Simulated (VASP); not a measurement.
# SrC2 (R-3m) in VASP: further runs

Runs on SrC2. Level: LDA. Tasks: single point.

All numbers are computed with VASP 6.6.1; they aren't measurements. Logs are shortened: lines on timing, memory, paths and dates and some standing lists are left out, and cuts for length are marked.

## Step 1: The cell of the first run

The structure is trigonal, space group R-3m (No. 166). Conventional cell: a = 4.632 Å, b = 4.632 Å, c = 6.920 Å, α = 90.00°, β = 90.00°, γ = 120.00°. Sr (site symmetry -3m) is surrounded by 8 C at 2.72 to 2.83 Å. Around C (site symmetry 3m) lie 1 C at 1.27 Å.

The cell comes from a database or a generator and needn't be the stable form of this composition.

## Step 2: Single point, LDA (strain -0.080 along x and y, +0.000 along z, atoms carried along)

INCAR reads:

```
PREC = Accurate
ENCUT = 520
EDIFF = 1E-6
ISMEAR = 0
SIGMA = 0.05
LREAL = False
LASPH = True
NELM = 100
ALGO = Normal
ISIF = 2
LWAVE = False
LCHARG = True
GGA = CA
LELF = True
LVHAR = True
NBANDS = 16
```

KPOINTS reads:

```
regular mesh
0
Gamma
  9 9 9
```

POSCAR reads:

```
SrC2
1.0
    2.3159395519      1.3371083237      2.3066623887
   -2.3159395519      1.3371083237      2.3066623887
    0.0000000000     -2.6742166475      2.3066623887
Sr C
1 2
Direct
    0.0000000000      0.0000000000      0.0000000000
    0.5915580000      0.5915580000      0.5915580000
    0.4084420000      0.4084420000      0.4084420000
```

Potentials or basis: VASP PAW LDA potentials, release 64 (Sr_sv, C).

Started as:

```console
$ cat potpaw_LDA.64/Sr_sv/POTCAR potpaw_LDA.64/C/POTCAR > POTCAR
$ mpirun -np 1 vasp_std > vasp.out
```

OUTCAR:

```text
PREC = Accurate
   ENCUT = 520
   EDIFF = 1E-6
   ISMEAR = 0
   LREAL = False
   LASPH = True
   NELM = 100
   ISIF = 2
   GGA = CA

 ion  position               nearest neighbor table
   1  0.000  0.000  0.000-   2 2.72   2 2.72   3 2.72   3 2.72   2 2.72   3 2.72   3 2.83   2 2.83
                             2 3.22   3 3.22   3 3.22   2 3.22   3 3.22   2 3.22
   2  0.592  0.592  0.592-   3 1.27   1 2.72   1 2.72   1 2.72   1 2.83   1 3.22   1 3.22   1 3.22

   3  0.408  0.408  0.408-   2 1.27   1 2.72   1 2.72   1 2.72   1 2.83   1 3.22   1 3.22   1 3.22

  LATTYP: Found a trigonal (rhomboedric) cell.
 ALAT       =     3.5315897345
 COS(alpha) =     0.1399099103

  Lattice vectors:

 A1 = (   2.3159395519,   1.3371083237,   2.3066623887)
 A2 = (  -2.3159395519,   1.3371083237,   2.3066623887)
 A3 = (   0.0000000000,  -2.6742166475,   2.3066623887)

Analysis of symmetry for initial positions (statically):
=====================================================================
 Subroutine PRICEL returns:
 Original cell was already a primitive cell.

 Routine SETGRP: Setting up the symmetry group for a
 trigonal (rhombohedral) supercell.

 Subroutine GETGRP returns: Found 12 space group operations
 (whereof 12 operations were pure point group operations)
 out of a pool of 12 trial point group operations.

The static configuration has the point symmetry D_3d.

Analysis of symmetry for dynamics (positions and initial velocities):
=====================================================================
 Subroutine PRICEL returns:
 Original cell was already a primitive cell.

 Routine SETGRP: Setting up the symmetry group for a
 trigonal (rhombohedral) supercell.

 Subroutine GETGRP returns: Found 12 space group operations
 (whereof 12 operations were pure point group operations)
 out of a pool of 12 trial point group operations.

The dynamic configuration has the point symmetry D_3d.

 Subroutine INISYM returns: Found 12 space group operations
 (whereof 12 operations are pure point group operations),
 and found     1 'primitive' translations

----------------------------------------------------------------------------------------

                                     Primitive cell

  volume of cell :      42.8577

  direct lattice vectors                    reciprocal lattice vectors
     2.315939552  1.337108324  2.306662389     0.215895100  0.124647094  0.144508939
[... 76 lines left out ...]
   NGX,Y,Z   is equivalent  to a cutoff of  13.18, 13.18, 13.18 a.u.
   NGXF,Y,Z  is equivalent  to a cutoff of  26.36, 26.36, 26.36 a.u.
 SYSTEM =  unknown system
   PREC   = accura    normal or accurate (medium, high low for compatibility)
   ISTART =      0    job   : 0-new  1-cont  2-samecut
   ICHARG =      2    charge: 1-file 2-atom 10-const
   ISPIN  =      1    spin polarized calculation?
   LNONCOLLINEAR =      F non collinear calculations
   LSORBIT =      F    spin-orbit coupling
   LASPH  =      T    aspherical Exc in radial PAW
   ENCUT  =  520.0 eV  38.22 Ry    6.18 a.u.   6.57  6.57  6.57*2*pi/ulx,y,z
   NELM   =    100;   NELMIN=  2; NELMDL= -5     # of ELM steps
   EDIFF  = 0.1E-05   stopping-criterion for ELM
[... 8 lines left out ...]
   TEBEG  =    0.0;   TEEND  =   0.0 temperature during run
   PSTRESS=    0.0 pullay stress
   NELECT =      18.0000    total number of electrons
   NUPDOWN=      -1.0000    fix difference up-down
   EMIN   =  10.00;   EMAX   =-10.00  energy-range for DOS
[... 5 lines left out ...]
     AMIX     =   0.40;   BMIX     =  1.00
     AMIX_MAG =   1.60;   BMIX_MAG =  1.00
  volume/ion in A,a.u.               =      14.29        96.41
  Fermi-wavevector in a.u.,A,eV,Ry     =   1.225997  2.316798 20.450480  1.503068
  Thomas-Fermi vector in A             =   2.361014
   LORBIT       =      0    0 simple, 1 ext, 2 COOP (PROOUT), +10 PAW based schemes
   GGA     = CA    functional components
   LHFCALC =     F    Hartree Fock is set to
   AEXX    =    0.0000 exact exchange contribution
   IVDW    =     0    specifies the selected vdW correction
   LEPSILON=     F    determine dielectric tensor
   LRPA    =     F    only Hartree local field effects (RPA)
 non-spin polarized calculation
 Gauss-broadening in eV      SIGMA  =   0.05
  energy-cutoff  :      520.00
  volume of cell :       42.86
 maximum number of plane-waves:      1181
   NGX = 13   NGY = 13   NGZ = 13

 number of electron      18.0000002 magnetization

 Free energy of the ion-electron system (eV)
  ---------------------------------------------------
  ext. energy  EPLUGINS =         0.00000000
  ---------------------------------------------------
  free energy    TOTEN  =       -21.44082941 eV

  energy without entropy =      -21.44082941  energy(sigma->0) =      -21.44082941

 E-fermi :   3.1334     XC(G=0): -10.7611

 val. band max:        2.9193104502   @ k =  -0.3333   0.4444   0.3333
 cond. band min:       4.0022192096   @ k =   0.0000   0.0000   0.0000
 fundamental gap:      1.0829087594
 Fermi energy:         3.1334286959

 k-point     1 :       0.0000    0.0000    0.0000
  band No.  band energies     occupation
      1     -30.5307      2.00000
      2     -12.4921      2.00000
      3     -12.4921      2.00000
      4     -12.3328      2.00000
      5     -10.3093      2.00000
      6       0.1429      2.00000
[... 433 lines left out ...]
      3     -13.0082      2.00000
      4     -12.3123      2.00000
      5      -9.7246      2.00000
      6      -1.2912      2.00000
[... 8 lines left out ...]
     15      12.3330      0.00000
     16      13.5552      0.00000

 [... further k-points ...]

------------------------ aborting loop because EDIFF is reached ----------------------------------------

  FORCE on cell =-STRESS in cart. coord.  units (eV):
  Direction    XX          YY          ZZ          XY          YZ          ZX
  --------------------------------------------------------------------------------------
  -------------------------------------------------------------------------------------
  Total        1.8204701      1.8204701     -0.4959798      0.0000000      0.0000000      0.0000000
  in kB       68.0557847     68.0557847    -18.5415255      0.0000000      0.0000000      0.0000000
  external PRESSURE =      39.1900146 kB  Pullay stress =       0.0000000 kB

 VOLUME and BASIS-vectors are now :
 -----------------------------------------------------------------------------
  energy-cutoff  :      520.00
  volume of cell :       42.86
      direct lattice vectors                 reciprocal lattice vectors
     2.315939552  1.337108324  2.306662389     0.215895100  0.124647094  0.144508939
    -2.315939552  1.337108324  2.306662389    -0.215895100  0.124647094  0.144508939
     0.000000000 -2.674216648  2.306662389     0.000000000 -0.249294188  0.144508939

 POSITION                                       TOTAL-FORCE (eV/Angst)
 -----------------------------------------------------------------------------------
      0.00000      0.00000      0.00000         0.000000      0.000000     -0.000000
      0.00000     -0.00000      4.09357         0.000000      0.000000     -0.823561
      0.00000     -0.00000      2.82641         0.000000     -0.000000      0.823561
 -----------------------------------------------------------------------------------
    total drift:                               -0.000000      0.000000      0.000000

  FREE ENERGIE OF THE ION-ELECTRON SYSTEM (eV)
  ---------------------------------------------------
  free  energy   TOTEN  =       -21.4408294099 eV

  energy  without entropy=      -21.4408294099  energy(sigma->0) =      -21.44082941
```

OSZICAR:

```text
N       E                     dE             d eps       ncg     rms          rms(c)
DAV:   1     0.592640917572E+02    0.59264E+02   -0.93132E+03  2720   0.108E+03
DAV:   2    -0.210762897943E+02   -0.80340E+02   -0.76822E+02  3800   0.213E+02
DAV:   3    -0.240208014054E+02   -0.29445E+01   -0.29377E+01  3744   0.367E+01
DAV:   4    -0.240838059921E+02   -0.63005E-01   -0.62996E-01  3968   0.482E+00
DAV:   5    -0.240846479279E+02   -0.84194E-03   -0.84192E-03  3624   0.455E-01    0.176E+01
DAV:   6    -0.216461912645E+02    0.24385E+01   -0.40661E+00  3168   0.131E+01    0.150E+01
DAV:   7    -0.214515135347E+02    0.19468E+00   -0.15088E+00  3624   0.737E+00    0.837E+00
DAV:   8    -0.214544374603E+02   -0.29239E-02   -0.27313E-01  3224   0.304E+00    0.935E-01
DAV:   9    -0.214408979848E+02    0.13539E-01   -0.65588E-02  3400   0.144E+00    0.374E-01
DAV:  10    -0.214408699411E+02    0.28044E-04   -0.40616E-03  3240   0.386E-01    0.179E-01
DAV:  11    -0.214408343969E+02    0.35544E-04   -0.21248E-04  3648   0.995E-02    0.318E-02
DAV:  12    -0.214408299744E+02    0.44225E-05   -0.40007E-05  3888   0.379E-02    0.136E-02
DAV:  13    -0.214408294099E+02    0.56445E-06   -0.32973E-06  3120   0.119E-02
   1 F= -.21440829E+02 E0= -.21440829E+02  d E =-.504514E-11
```

Wall time 36 s (1 thread of Intel Xeon Platinum 8375C at 2.90GHz (Ice Lake), shared host); peak memory 0.18 GiB.

Results:

```yaml
Free_energy: -21.4408 eV
Pressure: 3.9 GPa
Largest_force: 0.824 eV/Å
Band_gap_on_the_k_mesh: 1.08 eV, indirect (least direct gap 1.95 eV)
```

Forces in eV/Å, atoms in the order of the input:
```
Sr   0.000  0.000  0.000
C    0.000  0.000 -0.824
C    0.000  0.000  0.824
```

Levels at points of the mesh, in eV from the valence-band top:
| k point | band 6 | band 7 | band 8 | band 9 | band 10 | band 11 | band 12 | band 13 |
| --- | --- | --- | --- | --- | --- | --- | --- | --- |
| (0.00, 0.00, 0.00) | -2.78 | -2.16 | -0.86 | -0.86 | 1.08 | 1.08 | 5.66 | 5.66 |

Caveat: an odd mesh through Γ misses points on the zone boundary, where band edges often lie.

## Step 3: Single point, LDA (strain +0.000 along x and y, +0.080 along z, atoms carried along)

INCAR reads:

```
SYSTEM = SrC2
ALGO = Normal
EDIFF = 1E-6
ENCUT = 520
GGA = CA
ISIF = 2
ISMEAR = 0
LASPH = .True.
LCHARG = .False.
LREAL = .False.
LWAVE = .False.
NBANDS = 16
NELM = 100
PREC = Accurate
SIGMA = 0.05
```

KPOINTS reads:

```
k-points
0
Gamma
  9 9 9
  0 0 0
```

POSCAR reads:

```
SrC2
1.0
    2.5173255999      1.4533786128      2.4911953798
   -2.5173255999      1.4533786128      2.4911953798
    0.0000000000     -2.9067572255      2.4911953798
Sr C
1 2
Direct
    0.0000000000      0.0000000000      0.0000000000
    0.5915580000      0.5915580000      0.5915580000
    0.4084420000      0.4084420000      0.4084420000
```

Potentials or basis: VASP PAW LDA potentials, release 64 (Sr_sv, C).

Started as:

```console
$ cat potpaw_LDA.64/Sr_sv/POTCAR potpaw_LDA.64/C/POTCAR > POTCAR
$ mpirun -np 1 vasp_std > vasp.out
```

It took 39 s on 1 thread of Intel Xeon Platinum 8375C at 2.90GHz (Ice Lake), shared host; peak memory 0.19 GiB.

The run converged. Its results:

- Free energy: -20.9104 eV
- Pressure: -15.0 GPa
- Largest force: 5.451 eV/Å
- Band gap on the k mesh: 1.56 eV, indirect (least direct gap 2.11 eV)

Forces on the atoms (eV/Å):
```
Sr   0.000  0.000  0.000
C    0.000  0.000 -5.451
C    0.000  0.000  5.451
```

Stress tensor (GPa, compression positive):
```
 -6.51   0.00   0.00
  0.00  -6.51   0.00
  0.00   0.00 -32.01
```

Levels at points of the mesh, in eV from the valence-band top:
```
           k point  band 5  band 6  band 7  band 8  band 9  band 10  band 11  band 12  band 13  band 14
(0.00, 0.00, 0.00)  -12.08   -2.69   -2.31   -0.55   -0.55     1.56     1.56     5.18     5.18     6.56
```

Caveat: so large a pressure means that the cell lies far from this level's equilibrium, or that cutoff or potentials fall short; an odd mesh through Γ misses points on the zone boundary, where band edges often lie; forces of over 1 eV/Å show positions far from the minimum, so gaps and moduli don't describe the material at rest.

## Step 4: Single point, LDA (strain +0.080 along x and y, +0.000 along z, atoms carried along)

INCAR reads:

```
SYSTEM = SrC2
PREC = Accurate ; ENCUT = 520
EDIFF = 1E-6 ; ISMEAR = 0
SIGMA = 0.05 ; LREAL = .False.
LASPH = .True. ; NELM = 100
ALGO = Fast ; ISIF = 2
LWAVE = .False. ; LCHARG = .False.
NBANDS = 16
```

KPOINTS reads:

```
regular mesh
0
Gamma
  9 9 9
  0 0 0
```

POSCAR reads:

```
SrC2
1.0
    2.7187116479      1.5696489018      2.3066623887
   -2.7187116479      1.5696489018      2.3066623887
    0.0000000000     -3.1392978035      2.3066623887
Sr C
1 2
Direct
    0.0000000000      0.0000000000      0.0000000000
    0.5915580000      0.5915580000      0.5915580000
    0.4084420000      0.4084420000      0.4084420000
```

Potentials or basis: VASP PAW LDA potentials, release 64 (Sr_sv, C).

Started as:

```console
$ cat potpaw_LDA.64/Sr_sv/POTCAR potpaw_LDA.64/C/POTCAR > POTCAR
$ mpirun -np 1 vasp_std > vasp.out
```

OUTCAR:

```text
SYSTEM = SrC2
   PREC = Accurate
   ENCUT = 520
   EDIFF = 1E-6
   ISMEAR = 0
   LREAL = .False.
   LASPH = .True.
   NELM = 100
   ISIF = 2

 ion  position               nearest neighbor table
   1  0.000  0.000  0.000-   2 2.83   3 2.83   2 3.18   2 3.18   3 3.18   3 3.18   2 3.18   3 3.18

   2  0.592  0.592  0.592-   3 1.27   1 2.83   1 3.18   1 3.18   1 3.18
   3  0.408  0.408  0.408-   2 1.27   1 2.83   1 3.18   1 3.18   1 3.18

  LATTYP: Found a trigonal (rhomboedric) cell.
 ALAT       =     3.8956234514
 COS(alpha) =     0.0259026806

  Lattice vectors:

 A1 = (   2.7187116479,   1.5696489018,   2.3066623887)
 A2 = (  -2.7187116479,   1.5696489018,   2.3066623887)
 A3 = (   0.0000000000,  -3.1392978035,   2.3066623887)

Analysis of symmetry for initial positions (statically):
=====================================================================
 Subroutine PRICEL returns:
 Original cell was already a primitive cell.

 Routine SETGRP: Setting up the symmetry group for a
 trigonal (rhombohedral) supercell.

 Subroutine GETGRP returns: Found 12 space group operations
 (whereof 12 operations were pure point group operations)
[... 172 lines left out ...]
 cond. band min:       2.8232127208   @ k =   0.0000   0.0000   0.0000
 fundamental gap:      1.9900647206
 Fermi energy:         1.1761649920

 k-point     1 :       0.0000    0.0000    0.0000
  band No.  band energies     occupation
      1     -33.3019      2.00000
      2     -15.3066      2.00000
      3     -15.3066      2.00000
      4     -15.1911      2.00000
      5     -11.3483      2.00000
      6      -1.4910      2.00000
[... 433 lines left out ...]
      3     -15.4876      2.00000
      4     -15.2037      2.00000
      5     -11.0391      2.00000
      6      -2.6476      2.00000
[... 8 lines left out ...]
     15       9.3150      0.00000
     16       9.5522      0.00000

 [... further k-points ...]

------------------------ aborting loop because EDIFF is reached ----------------------------------------

  FORCE on cell =-STRESS in cart. coord.  units (eV):
  Direction    XX          YY          ZZ          XY          YZ          ZX
  --------------------------------------------------------------------------------------
  -------------------------------------------------------------------------------------
  Total       -3.1845571     -3.1845571     -3.2706431      0.0000000     -0.0000000      0.0000000
  in kB      -86.3890454    -86.3890454    -88.7243412      0.0000000     -0.0000000      0.0000000
  external PRESSURE =     -87.1674773 kB  Pullay stress =       0.0000000 kB

 VOLUME and BASIS-vectors are now :
 -----------------------------------------------------------------------------
  energy-cutoff  :      520.00
  volume of cell :       59.06
      direct lattice vectors                 reciprocal lattice vectors
     2.718711648  1.569648902  2.306662389     0.183910640  0.106180858  0.144508939
    -2.718711648  1.569648902  2.306662389    -0.183910640  0.106180858  0.144508939
     0.000000000 -3.139297803  2.306662389     0.000000000 -0.212361715  0.144508939

 POSITION                                       TOTAL-FORCE (eV/Angst)
 -----------------------------------------------------------------------------------
      0.00000      0.00000      0.00000         0.000000      0.000000     -0.000000
      0.00000      0.00000      4.09357        -0.000000     -0.000000     -0.195997
      0.00000      0.00000      2.82641        -0.000000      0.000000      0.195997
 -----------------------------------------------------------------------------------
    total drift:                               -0.000000      0.000000     -0.000000

  FREE ENERGIE OF THE ION-ELECTRON SYSTEM (eV)
  ---------------------------------------------------
  free  energy   TOTEN  =       -21.0625618877 eV

  energy  without entropy=      -21.0625618877  energy(sigma->0) =      -21.06256189
```

stdout:

```text
POSCAR found type information on POSCAR SrC
 POSCAR found :  2 types and       3 ions
 scaLAPACK will be used
 LDA part: xc-table for (Slater(with rela. corr.)+CA(PZ))
 , standard interpolation
 POSCAR, INCAR and KPOINTS ok, starting setup
 FFT: planning ... GRIDC
 FFT: planning ... GRID_SOFT
 FFT: planning ... GRID
 WAVECAR not read
 entering main loop
WARNING in EDDRMM: call to ZHEGV failed, returncode =   8  4     11
WARNING in EDDRMM: call to ZHEGV failed, returncode =   6  3      7
```

It took 77 s on 1 thread of Intel Xeon Platinum 8375C at 2.90GHz (Ice Lake), shared host; peak memory 0.2 GiB.

Results:

```yaml
Free_energy: -21.0626 eV
Pressure: -8.7 GPa
Largest_force: 0.196 eV/Å
Band_gap_on_the_k_mesh: 1.99 eV, indirect (least direct gap 2.70 eV)
```

Forces in eV/Å, atoms in the order of the input:
```
Sr   0.000  0.000  0.000
C    0.000  0.000 -0.196
C    0.000  0.000  0.196
```

Levels at points of the mesh, in eV from the valence-band top:
```csv
k point,band 5,band 6,band 7,band 8,band 9,band 10,band 11,band 12,band 13,band 14
"(0.00, 0.00, 0.00)",-12.18,-2.32,-2.31,-0.71,-0.71,1.99,1.99,5.37,6.35,6.35
```

Caveat: an odd mesh through Γ misses points on the zone boundary, where band edges often lie.

## Step 5: Summary

```csv
cell,gap on the mesh (eV),pressure (GPa),largest force (eV/Å)
"strain -0.080 along x and y, +0.000 along z, atoms carried along",1.08,3.9,0.82
"strain +0.000 along x and y, +0.080 along z, atoms carried along",1.56,-15.0,5.45
"strain +0.080 along x and y, +0.000 along z, atoms carried along",1.99,-8.7,0.20
```

Alike in all rows: task single point; level LDA; potentials or basis VASP PAW LDA potentials, release 64 (Sr_sv, C); no spin polarisation; k mesh 9 × 9 × 9; cutoff (eV) 520; smearing gaussian 0.05 eV.

Caveats: an odd mesh through Γ misses points on the zone boundary, where band edges often lie; so large a pressure means that the cell lies far from this level's equilibrium, or that cutoff or potentials fall short (some runs); forces of over 1 eV/Å show positions far from the minimum, so gaps and moduli don't describe the material at rest (some runs).

Total energies depend on the potentials used, so only differences within one code and one set of settings carry meaning.
